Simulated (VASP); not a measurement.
Calculation: PBE GGA, VASP's PBE PAW potentials (set 64) (plane waves; VASP).

A VASP calculation is set up with these files.

POSCAR:
```
C
1
    2.2171940000     0.0000000000     0.0000000000
   -1.1085960000     1.9201450000     0.0000000000
    0.0000000000     0.0000000000     3.5998210000
C
2
Direct
  0.3333330000   0.6666670000   0.2500000000
  0.6666670000   0.3333330000   0.7500000000
```

### KPOINTS
```
Automatic mesh
0
Gamma
3 3 2
0 0 0
```

**INCAR**
```
ALGO  =  Normal
EDIFF  =  1E-6
ENCUT  =  400
GGA  =  PE
ISIF  =  2
ISMEAR  =  0
LASPH  =  .TRUE.
LCHARG  =  .FALSE.
LREAL  =  .FALSE.
LWAVE  =  .FALSE.
NELM  =  100
PREC  =  Accurate
SIGMA  =  0.05
SYSTEM  =  C
```

POTCAR, in this order: C (PBE.64 set). Program: vasp_std.

Output of the run:

OSZICAR:
```
       N       E                     dE             d eps       ncg     rms          rms(c)
DAV:   1     0.446245304611E+01    0.44625E+01   -0.39068E+03    96   0.753E+02
DAV:   2    -0.102410624759E+02   -0.14704E+02   -0.13896E+02   184   0.886E+01
DAV:   3    -0.103123452559E+02   -0.71283E-01   -0.71277E-01    96   0.899E+00
DAV:   4    -0.103124300192E+02   -0.84763E-04   -0.84763E-04    96   0.302E-01
DAV:   5    -0.103124301907E+02   -0.17152E-06   -0.17144E-06    96   0.141E-02    0.140E+00
DAV:   6    -0.102990733554E+02    0.13357E-01   -0.11790E-02    96   0.864E-01    0.759E-01
DAV:   7    -0.102950268672E+02    0.40465E-02   -0.14679E-02    96   0.976E-01    0.736E-02
DAV:   8    -0.102951163639E+02   -0.89497E-04   -0.80731E-05    96   0.976E-02    0.614E-03
DAV:   9    -0.102951158649E+02    0.49899E-06   -0.29842E-07    48   0.610E-03
   1 F= -.10295116E+02 E0= -.10292619E+02  d E =-.499338E-02
```

File OUTCAR:
```
------------------------ aborting loop because EDIFF is reached ----------------------------------------
  FORCE on cell =-STRESS in cart. coord.  units (eV):
  Direction    XX          YY          ZZ          XY          YZ          ZX
  --------------------------------------------------------------------------------------
  Total        1.1142461      1.1142446    -10.0080912      0.0000006      0.0000000      0.0000000
  in kB      116.4858291    116.4856678  -1046.2686442      0.0000607      0.0000000      0.0000000
  external PRESSURE =    -271.0990491 kB  Pullay stress =       0.0000000 kB
  volume of cell :       15.33
      direct lattice vectors                 reciprocal lattice vectors
     2.217194000  0.000000000  0.000000000     0.451020524  0.260396766  0.000000000
    -1.108596000  1.920145000  0.000000000     0.000000000  0.520794003  0.000000000
     0.000000000  0.000000000  3.599821000     0.000000000  0.000000000  0.277791590
 POSITION                                       TOTAL-FORCE (eV/Angst)
 -----------------------------------------------------------------------------------
     -0.00000      1.28010      0.89996         0.000000     -0.000000      0.000000
      1.10860      0.64005      2.69987        -0.000000      0.000000      0.000000
 -----------------------------------------------------------------------------------
    total drift:                                0.000041     -0.000024      0.000057
  FREE ENERGIE OF THE ION-ELECTRON SYSTEM (eV)
  ---------------------------------------------------
  free  energy   TOTEN  =       -10.2951158649 eV

  energy  without entropy=      -10.2901224879  energy(sigma->0) =      -10.29261918
```
(Selected blocks of OUTCAR.)

At this cut-off the stress carries a Pulay error, which pulls relaxed volumes low.

The structure was generated: C was put into an ordered model structure, which need not be its known phase. The cell was not relaxed at this level. The k-mesh is coarse (spacing up to 1.09 per Å, 2π included), so the numbers may not be converged in it. The run is one of a series of settings (KPOINTS 3×3×2 Γ-centred mesh against the base run), some of them coarse on purpose.
